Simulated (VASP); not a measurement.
An input for Ansatz (written as the equivalent of a VASP run, and not itself run):

Ansatz 0.2 input:
```yaml
crystal:
  lattice:
    - [0.0000000, 1.7045607, 1.7045607]
    - [1.7045607, 0.0000000, 1.7045607]
    - [1.7045607, 1.7045607, 0.0000000]
  atoms:
    - { symbol: Ni, position: [0.0000000, 0.0000000, 0.0000000], spin: 0.6 }
kpoints:
  mp_grid: { grid: [18, 18, 18] }
hamiltonian:
  xc: pbe
  dispersion: d4
  pseudopotentials: { kind: paw }
magnetization: { spin_polarized: true }
scf:
  occupations: { method: methfessel_paxton, width: 0.1 }
  max_iter: 100
output: { forces: true, stress: true, eigenvalues: true }
```

Translate this input to VASP (INCAR, KPOINTS, POSCAR, choice of POTCAR).

This is not unique; one that fits is 
KPOINTS:
```
Automatic
0
Gamma
18 18 18
```

INCAR:
```
! general
SYSTEM =Ni
PREC   =Accurate
ENCUT  =520
LREAL  =F   ! projection in real space or not
LASPH  =T   ! aspherical one-centre terms

! electronic loop
EDIFF  =1E-7   ! SCF stop (eV)
NELM   =100   ! most electronic steps
ALGO   =Normal
LMAXMIX=4   ! l cut-off of mixed one-centre charges

! smearing
ISMEAR =1
SIGMA  =0.1   ! width (eV)

! functional
GGA    =PE   ! PBE
IVDW   =13   ! D4

! spin
ISPIN  =2   ! spin-polarised
MAGMOM =0.6

! ions
ISIF   =2

! output
LWAVE  =F
LCHARG =F
LORBIT =10
```

### POSCAR
```
Ni
1
    0.0000000000     1.7045607344     1.7045607344
    1.7045607344     0.0000000000     1.7045607344
    1.7045607344     1.7045607344     0.0000000000
Ni
1
Direct
  0.0000000000   0.0000000000   0.0000000000
```

POTCAR, in this order: Ni (PBE.64 set). Program: vasp_std.

What does not carry over: each code has its own PAW files, so the cut-off isn't converted (ENCUT is set for VASP's; basis.ecutwfc is left out, and Ansatz then takes the one that its files recommend); Ansatz stops its SCF on the density residual and VASP on the energy change (EDIFF).

The compound is Ni in the fcc structure. This cell is one point of a volume scan, at 0.94 of the reference volume.
